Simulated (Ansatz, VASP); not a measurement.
**Cross-check of AlBTe3 between VASP and Ansatz**

Aim: how closely do two programs agree when they are given the same cell, functional and k mesh? The cell is generated by rule, not measured, and may not be a known phase. The cell is taken from a series of runs on this material, whose earlier steps may have relaxed, scaled, displaced or heated it; both programs get it as it stands.

Method: plane waves, with VASP 6.6.1 beside it; relaxation of cell and atoms at LDA, in Ansatz 0.2.0.

The structure was built from a prototype and need not be the compound's stable phase.

**1. Set-up**

Symmetry: Pm-3m, No. 221, cubic system. The conventional cell has a = 4.811 Å, b = 4.811 Å, c = 4.811 Å, α = 90.00°, β = 90.00°, γ = 90.00°. Nearest to Al lie 12 Te at 3.40 Å. B has 6 Te at 2.41 Å nearest. Te has 2 B at 2.41 Å and 4 Al at 3.40 Å nearest. Farther neighbours and most contacts between anions are not listed.

As a file:

```xyz
5
Lattice="4.8112 0.0000 0.0000 0.0000 4.8112 0.0000 0.0000 0.0000 4.8112" Properties=species:S:1:pos:R:3 pbc="T T T"
Al    0.0000    0.0000    0.0000
B     2.4056    2.4056    2.4056
Te    2.4056    2.4056    0.0000
Te    2.4056    0.0000    2.4056
Te    0.0000    2.4056    2.4056
```

**2. VASP: relaxation of cell and atoms, LDA**

The relaxed volume is the usual yardstick between codes: in a stiff, nearly cubic crystal its relative difference is about their pressure difference at one cell divided by the bulk modulus.

Lines of VASP's logs that name or quote its potential files are left out, and so is its time.

Contents of INCAR:

```
SYSTEM = AlBTe3
PREC = Accurate
ENCUT = 500
EDIFF = 1E-07
NELM = 120
ISMEAR = 0
SIGMA = 0.1
LREAL = .FALSE.
ALGO = Normal
GGA = CA
NBANDS = 18
LORBIT = 11
LWAVE = .FALSE.
LCHARG = .FALSE.
ISIF = 3
IBRION = 2
NSW = 80
EDIFFG = -0.005
LASPH = .TRUE.
GGA_COMPAT = .FALSE.
NELMIN = 4
KPAR = 2
```

Contents of POSCAR:

```
AlBTe3
1.0
    4.8112000000      0.0000000000      0.0000000000
    0.0000000000      4.8112000000      0.0000000000
    0.0000000000      0.0000000000      4.8112000000
Al B Te
1 1 3
Direct
    0.0000000000      0.0000000000      0.0000000000
    0.5000000000      0.5000000000      0.5000000000
    0.5000000000      0.5000000000      0.0000000000
    0.5000000000      0.0000000000      0.5000000000
    0.0000000000      0.5000000000      0.5000000000
```

Contents of KPOINTS:

```
Automatic mesh
0
Gamma
6 6 6
0 0 0
```

The projector-augmented-wave data sets are Al, B and Te (LDA family, release 64).

Launch:

```
> mpirun -np 2 vasp_std
```

Numbers of over 12 decimals in the logs are rounded to 6 here.

What it wrote:

```text
[banner, memory and clock lines left out]
running    2 mpi-ranks, on    1 nodes
 distrk:  each k-point on    1 cores,    2 groups
 distr:  one band on    1 cores,    1 groups

 POSCAR found type information on POSCAR AlB Te
 POSCAR found :  3 types and       5 ions
 LDA part: xc-table for (Slater(with rela. corr.)+CA(PZ))
 , standard interpolation
 POSCAR, INCAR and KPOINTS ok, starting setup
 FFT: planning ... GRIDC
 FFT: planning ... GRID_SOFT
 FFT: planning ... GRID
 WAVECAR not read
 entering main loop
       N       E                     dE             d eps       ncg     rms          rms(c)
DAV:   1     0.902007704426E+02    0.90201E+02   -0.88645E+03   720   0.104E+03
DAV:   2    -0.141394655694E+02   -0.10434E+03   -0.10166E+03  1008   0.165E+02
DAV:   3    -0.205119987512E+02   -0.63725E+01   -0.63111E+01   860   0.436E+01
DAV:   4    -0.206161439937E+02   -0.10415E+00   -0.10406E+00   962   0.628E+00
DAV:   5    -0.206184211198E+02   -0.22771E-02   -0.22770E-02   906   0.914E-01    0.155E+01
DAV:   6    -0.200383002570E+02    0.58012E+00   -0.36306E+00   812   0.743E+00    0.650E+00
DAV:   7    -0.200280606447E+02    0.10240E-01   -0.21110E-01   796   0.237E+00    0.518E+00
DAV:   8    -0.200285597838E+02   -0.49914E-03   -0.26091E-02   902   0.854E-01    0.616E-01
DAV:   9    -0.200253491844E+02    0.32106E-02   -0.19030E-02   834   0.586E-01    0.475E-01
DAV:  10    -0.200252780077E+02    0.71177E-04   -0.10264E-03   860   0.179E-01    0.349E-01
DAV:  11    -0.200252248533E+02    0.53154E-04   -0.16847E-04   878   0.565E-02    0.717E-02
DAV:  12    -0.200252189196E+02    0.59336E-05   -0.35761E-05   874   0.255E-02    0.186E-02
DAV:  13    -0.200252189210E+02   -0.13745E-08   -0.10356E-06   910   0.578E-03    0.377E-03
DAV:  14    -0.200252188832E+02    0.37812E-07   -0.68833E-08   496   0.141E-03
   1 F= -.20025219E+02 E0= -.20010061E+02  d E =-.200252E+02
 curvature:   0.00 expect dE= 0.000E+00 dE for cont linesearch  0.000E+00
 trial: gam= 0.00000 g(F)=  0.000E+00 g(S)=  0.185E-02 ort = 0.000E+00 (trialstep = 0.100E+01)
 search vector abs. value=  0.185E-02
 bond charge predicted
       N       E                     dE             d eps       ncg     rms          rms(c)
DAV:   1    -0.200288811414E+02   -0.36622E-02   -0.59218E-02   766   0.113E+00    0.347E-01
DAV:   2    -0.200265658835E+02    0.23153E-02   -0.46783E-03   764   0.347E-01    0.198E-01
DAV:   3    -0.200261244008E+02    0.44148E-03   -0.79885E-04   842   0.129E-01    0.500E-02
DAV:   4    -0.200259801886E+02    0.14421E-03   -0.14776E-04   870   0.544E-02    0.822E-02
DAV:   5    -0.200259540024E+02    0.26186E-04   -0.44942E-05   848   0.292E-02    0.569E-02
DAV:   6    -0.200259535733E+02    0.42901E-06   -0.26359E-06   850   0.858E-03    0.291E-02
DAV:   7    -0.200259535511E+02    0.22256E-07   -0.15193E-07   538   0.234E-03
   2 F= -.20025954E+02 E0= -.20010863E+02  d E =-.734668E-03
 trial-energy change:   -0.000735  1 .order   -0.000727   -0.001851    0.000397
 step:   0.8262(harm=  0.8233)  dis= 0.00000  next Energy=   -20.025988 (dE=-0.769E-03)
 bond charge predicted
       N       E                     dE             d eps       ncg     rms          rms(c)
DAV:   1    -0.200260755323E+02   -0.12196E-03   -0.17754E-03   770   0.195E-01    0.600E-02
DAV:   2    -0.200260053721E+02    0.70160E-04   -0.14189E-04   774   0.603E-02    0.351E-02
DAV:   3    -0.200259920567E+02    0.13315E-04   -0.24050E-05   846   0.223E-02    0.867E-03
DAV:   4    -0.200259876369E+02    0.44197E-05   -0.45692E-06   888   0.953E-03    0.144E-02
DAV:   5    -0.200259868449E+02    0.79200E-06   -0.13675E-06   858   0.509E-03    0.100E-02
DAV:   6    -0.200259868302E+02    0.14684E-07   -0.70662E-08   410   0.148E-03
   3 F= -.20025987E+02 E0= -.20010879E+02  d E =-.767947E-03
 curvature:  -0.41 expect dE=-0.253E-07 dE for cont linesearch -0.253E-07
 trial: gam=-0.00573 g(F)=  0.214E-65 g(S)=  0.615E-07 ort = 0.107E-04 (trialstep = 0.965E+00)
 search vector abs. value=  0.102E-09
 reached required accuracy - stopping structural energy minimisation
```

Parts of OUTCAR (step 2):

```text
ion  position               nearest neighbor table
   1  0.000  0.000  0.000-   3 3.40   4 3.40   5 3.40   4 3.40   5 3.40   3 3.40   5 3.40   5 3.40
                             3 3.40   4 3.40   4 3.40   3 3.40
   2  0.500  0.500  0.500-   3 2.41   4 2.41   5 2.41   3 2.41   4 2.41   5 2.41
   3  0.500  0.500  0.000-   2 2.41   2 2.41   4 3.40   5 3.40   1 3.40   4 3.40   5 3.40   1 3.40
                             4 3.40   4 3.40   1 3.40   5 3.40   5 3.40   1 3.40
   4  0.500  0.000  0.500-   2 2.41   2 2.41   3 3.40   5 3.40   1 3.40   3 3.40   1 3.40   3 3.40
                             5 3.40   3 3.40   1 3.40   5 3.40   1 3.40   5 3.40
   5  0.000  0.500  0.500-   2 2.41   2 2.41   3 3.40   4 3.40   1 3.40   3 3.40   1 3.40   4 3.40
                             1 3.40   1 3.40   3 3.40   4 3.40   3 3.40   4 3.40

  LATTYP: Found a simple cubic cell.
 ALAT       =     4.8112000000

 Subroutine GETGRP returns: Found 48 space group operations
 (whereof 48 operations were pure point group operations)

The static configuration has the point symmetry O_h .

 Found     20 irreducible k-points:

   k-points           NKPTS =     20   k-points in BZ     NKDIM =     20   number of bands    NBANDS=     18

   dimension x,y,z NGX =    36 NGY =   36 NGZ =   36
   dimension x,y,z NGXF=    72 NGYF=   72 NGZF=   72

   ENCUT  =  500.0 eV  36.75 Ry    6.06 a.u.   8.77  8.77  8.77*2*pi/ulx,y,z

   NELECT =      24.0000    total number of electrons

 k-points in reciprocal lattice and weights: Automatic mesh
   0.00000000  0.00000000  0.00000000       0.005
   0.16666667  0.00000000  0.00000000       0.028
   0.33333333  0.00000000  0.00000000       0.028
   0.50000000  0.00000000  0.00000000       0.014
   0.16666667  0.16666667  0.00000000       0.056
   0.33333333  0.16666667  0.00000000       0.111
   0.50000000  0.16666667  0.00000000       0.056
   0.33333333  0.33333333  0.00000000       0.056
   0.50000000  0.33333333  0.00000000       0.056
[...]
0.50000000  0.50000000  0.33333333       0.028
   0.50000000  0.50000000  0.50000000       0.005

 average (electrostatic) potential at core
       1 -71.6162       2 -31.3336       3 -87.8773       4 -87.8773       5 -87.8773

 E-fermi :   7.4101

 k-point     1 :       0.0000    0.0000    0.0000
  band No.  band energies     occupation
    ...
     10       6.5239      2.00000
     11       6.5657      2.00000
     12       6.8615      2.00000
     13       6.8615      2.00000
     14       6.8615      2.00000
     15      11.6169      0.00000
     16      11.6169      0.00000
     17      11.6782      0.00000
     18      11.6782      0.00000

 k-point     2 :       0.1667    0.0000    0.0000
  band No.  band energies     occupation
    ...
      9       6.1204      2.00000
     10       6.1204      2.00000
     11       6.4456      2.00000
     12       6.7995      2.00000
     13       6.7995      2.00000
     14       8.0317      0.00000
     15      11.6173      0.00000
     16      11.8283      0.00000
     17      11.9845      0.00000
     18      11.9845      0.00000

 k-point     3 :       0.3333    0.0000    0.0000
  band No.  band energies     occupation
    ...
      9       5.2279      2.00000
     10       5.5727      2.00000
     11       5.8098      2.00000
     12       6.9701      2.00000
     13       6.9701      2.00000
     14       9.3483      0.00000
     15      10.3738      0.00000
     16      11.2831      0.00000
     17      11.2831      0.00000
     18      12.2613      0.00000

  Total       -0.0014582     -0.0014582     -0.0014582      0.0000000      0.0000000     -0.0000000
  in kB       -0.0211058     -0.0211058     -0.0211058      0.0000000      0.0000000     -0.0000000
  external PRESSURE =      -0.0211058 kB  Pullay stress =       0.0000000 kB

  energy-cutoff  :      500.00
  volume of cell :      110.70
      direct lattice vectors                 reciprocal lattice vectors
     4.801500090 -0.000000000 -0.000000000     0.208268246  0.000000000  0.000000000
    -0.000000000  4.801500090 -0.000000000     0.000000000  0.208268246  0.000000000
    -0.000000000 -0.000000000  4.801500090     0.000000000  0.000000000  0.208268246

 POSITION                                       TOTAL-FORCE (eV/Angst)
 -----------------------------------------------------------------------------------
      0.00000      0.00000      0.00000         0.000000     -0.000000      0.000000
      2.40075      2.40075      2.40075         0.000000     -0.000000      0.000000
      2.40075      2.40075     -0.00000         0.000000     -0.000000      0.000000
      2.40075     -0.00000      2.40075         0.000000      0.000000      0.000000
     -0.00000      2.40075      2.40075        -0.000000      0.000000      0.000000
 -----------------------------------------------------------------------------------
    total drift:                               -0.000000      0.000000      0.000000

  FREE ENERGIE OF THE ION-ELECTRON SYSTEM (eV)
  ---------------------------------------------------
  free  energy   TOTEN  =       -20.0259868302 eV

  energy  without entropy=      -19.9957709690  energy(sigma->0) =      -20.01087890

 reached required accuracy - stopping structural energy minimisation

 total charge
# of ion       s       p       d       tot
------------------------------------------
    1        0.542   0.162   0.000   0.704
    2        0.720   0.958   0.000   1.678
    3        1.423   1.856   0.079   3.358
    4        1.423   1.856   0.079   3.358
    5        1.423   1.856   0.079   3.358
--------------------------------------------------
tot          5.531   6.689   0.236  12.455

[... 3 further parts left out ...]
```

(Part 1 of 2 ends here.)

[Lines on the potential files, build, host, timing and source positions are cut from VASP's logs without a mark.]

[Logs are printed without paths, hosts, clocks, repeated set-up lines and the standing remarks that a program may print on its own settings, such as how far it seeks lower states.]

[Hosts, paths, dates, database ids (printed as entryN), source tags and the programs' standing remarks are cut or masked in the printed files.]
